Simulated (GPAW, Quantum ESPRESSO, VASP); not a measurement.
**Code comparison for GdN (Fm-3m, 2 atoms in the cell)**

Self-consistent single point, at a second geometry (lattice scaled by 0.98). First geometry:

```
CELL_PARAMETERS angstrom
      0.00000     2.43398     2.43398
      2.43398     0.00000     2.43398
      2.43398     2.43398     0.00000
ATOMIC_POSITIONS crystal
  Gd 0.00000 0.00000 0.00000
  N  0.50000 0.50000 0.50000
```
Moments meant for the start (each program seeds them in its own way; μB, in the order of the atoms Gd N): 7.0 0.0.

Shared settings, as Quantum ESPRESSO writes them: occupations = smearing; smearing = fd; degauss = 0.000734986 Ry; nspin = 2; K_POINTS = automatic 6 6 6 0 0 0. Potentials and cutoffs stand in the table.

| code | model | ΔF from the first geometry (meV/atom) | pressure (GPa) | size of the net moment (μB/atom) | cutoff |
|---|---|---|---|---|---|
| Quantum ESPRESSO | PBE, SSSP 1.1.2 efficiency (PBE) pseudopotentials | 99.8 | 25.48 | 3.48 | 50 Ry |
| VASP | PBE, VASP's PBE PAW potentials (set 64) | 99.9 | 21.63 | 3.49 | 400 eV |
| GPAW | PBE, GPAW PAW datasets PBE (gpaw-data 1.0.1) | 97.3 | – | 3.49 | 950 eV |

For VASP (by 4.8 GPa) the energy change implies a higher mean pressure, against the two pressures, than for the other programs: a sign of finite-basis (Pulay) stress.

A dash marks a value that a program does not give, or that is left out as unsure.

On Quantum ESPRESSO's run: spin-orbit coupling is off. With one magnetic atom in the cell only a parallel order is possible. With U or open f shells several self-consistent states can exist. The f electrons are in the valence without U or exact exchange, which can misplace them near the Fermi level. Spin-orbit terms, which matter for f shells, are left out.

The spread over the programs that give each value: ΔF from the first geometry within 2.6 meV/atom; pressure within 3.85 GPa; size of the net moment within 0.01 μB/atom.

The pressure of GPAW is left out: its cutoff lies under the one at which its stress was checked.

VASP's run is marked for a possible Pulay error in its stress at this cutoff; no cutoff test was made.

The starting cell has typed, rounded lattice constants, without a prior relaxation at this level. Its lattice was rescaled by a random factor within 2.5 % of one. For this run, on top of that: lattice scaled by 0.98.

Left out of this page: Ansatz (with a known weakness of the program); Elk (not drawn, or without a comparable value); FLEUR (failed or unconverged).
